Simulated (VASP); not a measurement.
# Al3Si2F (Immm) in VASP: single point with r2SCAN

Aim: the single point of Al3Si2F with r2SCAN.

Everything below comes from runs of VASP 6.6.1. Logs are shortened: lines on timing, memory, paths and dates and some standing lists are left out, and cuts for length are marked.

### 1 The crystal as given

It takes space group Immm (No. 71, orthorhombic). Conventional cell: a = 3.897 Å, b = 4.037 Å, c = 13.395 Å, α = 90.00°, β = 90.00°, γ = 90.00°. Around Al (site symmetry mm2) lie 4 Si at 2.52 to 2.56 Å and 4 Al at 2.81 Å. Around Al (site symmetry mmm) lie 2 F at 1.95 Å. Si (site symmetry mm2) is surrounded by 6 Al at 2.52 to 2.68 Å. Around F (site symmetry mmm) lie 2 Al at 1.95 Å.

The cell was built by a generator and needn't be a form met in nature.

### 2 Single point, r2SCAN

INCAR reads:

```
  ALGO = Normal
  EDIFF = 1E-6
  ENCUT = 520
  ISIF = 2
  ISMEAR = 0
  KPAR = 4
  LASPH = True
  LCHARG = False
  LMIXTAU = True
  LREAL = False
  LWAVE = False
  METAGGA = R2SCAN
  NELM = 150
  PREC = Accurate
  SIGMA = 0.1
```

KPOINTS reads:

```
k-points
0
Gamma
  10 10 10
```

POSCAR reads:

```
Al3Si2F
1.0
   -1.9483300000      2.0187000000      6.6975400000
    1.9483300000     -2.0187000000      6.6975400000
    1.9483300000      2.0187000000     -6.6975400000
Al Si F
3 2 1
Direct
    0.2494610000      0.7494610000      0.5000000000
    0.7505390000      0.2505390000      0.5000000000
    0.0000000000      0.5000000000      0.5000000000
    0.6316480000      0.6316480000      0.0000000000
    0.3683520000      0.3683520000      0.0000000000
    0.0000000000      0.0000000000      0.0000000000
```

Potentials or basis: VASP PAW PBE potentials, release 64 (Al, Si, F).

The run is started by

```sh
> cat potpaw_PBE.64/Al/POTCAR potpaw_PBE.64/Si/POTCAR potpaw_PBE.64/F/POTCAR > POTCAR
> mpirun -np 4 vasp_std > vasp.out
```

OUTCAR:

```text
EDIFF = 1E-6
   ENCUT = 520
   ISIF = 2
   ISMEAR = 0
   LASPH = True
   LREAL = False
   METAGGA = R2SCAN
   NELM = 150
   PREC = Accurate

 ion  position               nearest neighbor table
   1  0.249  0.749  0.500-   5 2.52   5 2.52   4 2.56   4 2.56   2 2.81   2 2.81   2 2.81   2 2.81
                             3 3.34
   2  0.751  0.251  0.500-   4 2.52   4 2.52   5 2.56   5 2.56   1 2.81   1 2.81   1 2.81   1 2.81
                             3 3.34
   3  0.000  0.500  0.500-   6 1.95   6 1.95   4 2.68   5 2.68   4 2.68   5 2.68   2 3.34   1 3.34

   4  0.632  0.632  0.000-   2 2.52   2 2.52   1 2.56   1 2.56   3 2.68   3 2.68
   5  0.368  0.368  0.000-   1 2.52   1 2.52   2 2.56   2 2.56   3 2.68   3 2.68
   6  0.000  0.000  0.000-   3 1.95   3 1.95

  LATTYP: Found a body centered orthorhombic cell.
 ALAT       =     3.8966600000
 B/A-ratio  =     1.0361181114
 C/A-ratio  =     3.4375798761

  Lattice vectors:

 A1 = (  -1.9483300000,   2.0187000000,   6.6975400000)
 A2 = (   1.9483300000,  -2.0187000000,   6.6975400000)
 A3 = (   1.9483300000,   2.0187000000,  -6.6975400000)

Analysis of symmetry for initial positions (statically):
=====================================================================
 Subroutine PRICEL returns:
 Original cell was already a primitive cell.

 Routine SETGRP: Setting up the symmetry group for a
 body centered orthorhombic supercell.

 Subroutine GETGRP returns: Found  8 space group operations
 (whereof  8 operations were pure point group operations)
 out of a pool of  8 trial point group operations.

The static configuration has the point symmetry D_2h.

Analysis of symmetry for dynamics (positions and initial velocities):
=====================================================================
 Subroutine PRICEL returns:
 Original cell was already a primitive cell.

 Routine SETGRP: Setting up the symmetry group for a
 body centered orthorhombic supercell.

 Subroutine GETGRP returns: Found  8 space group operations
 (whereof  8 operations were pure point group operations)
 out of a pool of  8 trial point group operations.

The dynamic configuration has the point symmetry D_2h.

 Subroutine INISYM returns: Found  8 space group operations
 (whereof  8 operations are pure point group operations),
 and found     1 'primitive' translations

----------------------------------------------------------------------------------------

                                     Primitive cell

  volume of cell :     105.3682

  direct lattice vectors                    reciprocal lattice vectors
    -1.948330000  2.018700000  6.697540000     0.000000000  0.247684153  0.074654276
     1.948330000 -2.018700000  6.697540000     0.256630037  0.000000000  0.074654276
     1.948330000  2.018700000 -6.697540000     0.256630037  0.247684153  0.000000000

  length of vectors
     7.261417322  7.261417322  7.261417322     0.258690357  0.267268099  0.356660084

  position of ions in fractional coordinates (direct lattice)
     0.249461000  0.749461000  0.500000000
     0.750539000  0.250539000  0.500000000
     0.000000000  0.500000000  0.500000000
     0.631648000  0.631648000  0.000000000
     0.368352000  0.368352000  0.000000000
     0.000000000  0.000000000  0.000000000

  ion indices of the primitive-cell ions
   primitive index   ion index
                 1           1
                 2           2
                 3           3
                 4           4
                 5           5
                 6           6

----------------------------------------------------------------------------------------

 KPOINTS: k-points

Automatic generation of k-mesh.
 Grid dimensions read from file:
 generate k-points for:   10   10   10

 Generating k-lattice:

  Cartesian coordinates                     Fractional coordinates (reciprocal lattice)
     0.000000000  0.024768415  0.007465428     0.100000000  0.000000000 -0.000000000
     0.025663004  0.000000000  0.007465428    -0.000000000  0.100000000  0.000000000
     0.025663004  0.024768415  0.000000000    -0.000000000  0.000000000  0.100000000

  Length of vectors
     0.025869036  0.026726810  0.035666008

  Shift w.r.t. Gamma in fractional coordinates (k-lattice)
     0.000000000  0.000000000  0.000000000

 Subroutine IBZKPT returns following result:
 ===========================================

 Found    171 irreducible k-points:

 Following reciprocal coordinates:
            Coordinates               Weight
  0.000000  0.000000  0.000000      1.000000
  0.100000  0.000000 -0.000000      4.000000
  0.200000  0.000000 -0.000000      4.000000
  0.300000  0.000000 -0.000000      4.000000
  0.400000  0.000000 -0.000000      4.000000
  0.500000  0.000000 -0.000000      2.000000
[... 16 lines left out ...]
 -0.400000  0.200000  0.000000      8.000000
 -0.300000  0.200000  0.000000      8.000000
 [... further k-points ...]
   k-points           NKPTS =    171   k-points in BZ     NKDIM =    171   number of bands    NBANDS=     16
   number of dos      NEDOS =    301   number of ions     NIONS =      6
   total plane-waves  NPLWV = 157464
   dimension x,y,z NGX =    54 NGY =   54 NGZ =   54
   dimension x,y,z NGXF=   108 NGYF=  108 NGZF=  108
   ions per type =               3   2   1
   NGX,Y,Z   is equivalent  to a cutoff of  12.36, 12.36, 12.36 a.u.
   NGXF,Y,Z  is equivalent  to a cutoff of  24.73, 24.73, 24.73 a.u.
 SYSTEM =  unknown system
   PREC   = accura    normal or accurate (medium, high low for compatibility)
   ISTART =      0    job   : 0-new  1-cont  2-samecut
   ICHARG =      2    charge: 1-file 2-atom 10-const
   ISPIN  =      1    spin polarized calculation?
   LNONCOLLINEAR =      F non collinear calculations
   LSORBIT =      F    spin-orbit coupling
   LASPH  =      T    aspherical Exc in radial PAW
   ENCUT  =  520.0 eV  38.22 Ry    6.18 a.u.  13.50 13.50 13.50*2*pi/ulx,y,z
   NELM   =    150;   NELMIN=  2; NELMDL= -5     # of ELM steps
   EDIFF  = 0.1E-05   stopping-criterion for ELM
   LREAL  =      F    real-space projection
   EDIFFG = 0.1E-04   stopping-criterion for IOM
   NSW    =      0    number of steps for IOM
   IBRION =     -1    ionic relax: 0-MD 1-quasi-New 2-CG
   NFREE  =      0    steps in history (QN), initial steepest desc. (CG)
   ISIF   =      2    stress and relaxation
   ISYM   =      2    0-nonsym 1-usesym 2-fastsym
   POTIM  = 0.5000    time-step for ionic-motion
   TEBEG  =    0.0;   TEEND  =   0.0 temperature during run
   PSTRESS=    0.0 pullay stress
   NELECT =      24.0000    total number of electrons
   NUPDOWN=      -1.0000    fix difference up-down
   EMIN   =  10.00;   EMAX   =-10.00  energy-range for DOS
   EFERMI =   0.00;   METHOD = LEGACY
   ISMEAR =     0;   SIGMA  =   0.10  broadening in eV -4-tet -1-fermi 0-gaus
   EFERMI_NEDOS =   21; number of points for ismear=-14 and -15
   IALGO  =     38    algorithm
   IMIX   =      4    mixing-type and parameters
     AMIX     =   0.40;   BMIX     =  1.00
     AMIX_MAG =   1.60;   BMIX_MAG =  1.00
  volume/ion in A,a.u.               =      17.56       118.51
  Fermi-wavevector in a.u.,A,eV,Ry     =   0.999790  1.889329 13.600107  0.999580
  Thomas-Fermi vector in A             =   2.132103
   LORBIT       =      0    0 simple, 1 ext, 2 COOP (PROOUT), +10 PAW based schemes
   METAGGA = R2SCAN    functional components
   LHFCALC =     F    Hartree Fock is set to
   AEXX    =    0.0000 exact exchange contribution
   IVDW    =     0    specifies the selected vdW correction
   LEPSILON=     F    determine dielectric tensor
   LRPA    =     F    only Hartree local field effects (RPA)
 non-spin polarized calculation
 Gauss-broadening in eV      SIGMA  =   0.10
  energy-cutoff  :      520.00
  volume of cell :      105.37
 maximum number of plane-waves:      2860
   NGX = 27   NGY = 27   NGZ = 27

 number of electron      23.9999998 magnetization

 Free energy of the ion-electron system (eV)
  ---------------------------------------------------
  ext. energy  EPLUGINS =         0.00000000
  ---------------------------------------------------
  free energy    TOTEN  =       -44.10015509 eV

  energy without entropy =      -44.09285716  energy(sigma->0) =      -44.09650613

 E-fermi :   5.9183     XC(G=0):  -9.9997

 val. band max:        5.9022250465   @ k =   0.5000  -0.1000   0.1000
 cond. band min:       5.9201107076   @ k =   0.1000  -0.1000   0.1000
 fundamental gap:      0.0178856610
 Fermi energy:         5.9183443798

 k-point     1 :       0.0000    0.0000    0.0000
  band No.  band energies     occupation
      1     -20.6203      2.00000
      2      -5.7217      2.00000
      3      -3.0079      2.00000
      4      -2.5506      2.00000
      5      -0.5785      2.00000
      6      -0.5777      2.00000
[... 8 lines left out ...]
     15       7.7503      0.00000
     16       9.3659      0.00000

 k-point     2 :       0.1000    0.0000   -0.0000
  band No.  band energies     occupation
      1     -20.6196      2.00000
      2      -5.6355      2.00000
      3      -2.9646      2.00000
      4      -2.5462      2.00000
      5      -0.8358      2.00000
      6      -0.3395      2.00000
[... 8 lines left out ...]
     15       7.9496      0.00000
     16       9.3262      0.00000

 k-point     3 :       0.2000    0.0000   -0.0000
  band No.  band energies     occupation
      1     -20.6175      2.00000
      2      -5.3794      2.00000
      3      -2.8627      2.00000
      4      -2.5347      2.00000
      5      -1.0020      2.00000
      6      -0.5138      2.00000
[... 8 lines left out ...]
     15       8.7948      0.00000
     16       9.1257      0.00000
[... 362 lines left out ...]
 k-point    23 :      -0.4000    0.2000    0.0000
  band No.  band energies     occupation
      1     -20.5949      2.00000
      2      -4.1637      2.00000
      3      -2.8535      2.00000
      4      -2.6545      2.00000
      5      -1.1262      2.00000
      6      -0.9331      2.00000
[... 8 lines left out ...]
     15       8.3133      0.00000
     16       9.5791      0.00000

 k-point    24 :      -0.3000    0.2000    0.0000
  band No.  band energies     occupation
      1     -20.5970      2.00000
      2      -4.7056      2.00000
      3      -2.8579      2.00000
      4      -2.4286      2.00000
      5      -0.9812      2.00000
      6      -0.8356      2.00000
[... 8 lines left out ...]
     15       8.3648      0.00000
     16      10.2321      0.00000

 [... further k-points ...]

------------------------ aborting loop because EDIFF is reached ----------------------------------------

  FORCE on cell =-STRESS in cart. coord.  units (eV):
  Direction    XX          YY          ZZ          XY          YZ          ZX
  --------------------------------------------------------------------------------------
  -------------------------------------------------------------------------------------
  Total       -1.6467222     -1.3549491     -1.3917318      0.0000000      0.0000000      0.0000000
  in kB      -25.0392493    -20.6026915    -21.1619903      0.0000000      0.0000000      0.0000000
  external PRESSURE =     -22.2679771 kB  Pullay stress =       0.0000000 kB

 VOLUME and BASIS-vectors are now :
 -----------------------------------------------------------------------------
  energy-cutoff  :      520.00
  volume of cell :      105.37
      direct lattice vectors                 reciprocal lattice vectors
    -1.948330000  2.018700000  6.697540000     0.000000000  0.247684153  0.074654276
     1.948330000 -2.018700000  6.697540000     0.256630037  0.000000000  0.074654276
     1.948330000  2.018700000 -6.697540000     0.256630037  0.247684153  0.000000000

 POSITION                                       TOTAL-FORCE (eV/Angst)
 -----------------------------------------------------------------------------------
      1.94833      0.00000      3.34155         0.000000      0.000000      0.013531
      0.00000      2.01870      3.35599         0.000000      0.000000     -0.013531
      1.94833      0.00000      0.00000         0.000000     -0.000000      0.000000
      0.00000      0.00000      8.46098         0.000000     -0.000000      0.242283
      0.00000      0.00000      4.93410        -0.000000     -0.000000     -0.242283
      0.00000      0.00000      0.00000         0.000000     -0.000000     -0.000000
 -----------------------------------------------------------------------------------
    total drift:                                0.000000     -0.000000      0.000000

  FREE ENERGIE OF THE ION-ELECTRON SYSTEM (eV)
  ---------------------------------------------------
  free  energy   TOTEN  =       -44.1001550922 eV

  energy  without entropy=      -44.0928571647  energy(sigma->0) =      -44.09650613
```

Wall time 15 min (4 MPI ranks of Intel Xeon Platinum 8488C (Sapphire Rapids), shared host); peak memory 0.6 GiB.

Results:

```
Free energy            : -44.1002 eV
Pressure               : -2.2 GPa
Largest force          : 0.242 eV/Å
Band gap on the k mesh : none (metal or under the smearing width)
```

Forces in eV/Å, atoms in the order of the input:
```
Al   0.000  0.000  0.014
Al   0.000  0.000 -0.014
Al   0.000  0.000  0.000
Si   0.000  0.000  0.242
Si   0.000  0.000 -0.242
F    0.000  0.000  0.000
```

Caveat: the PAW data sets were made with another functional, which shifts forces and pressure a little.
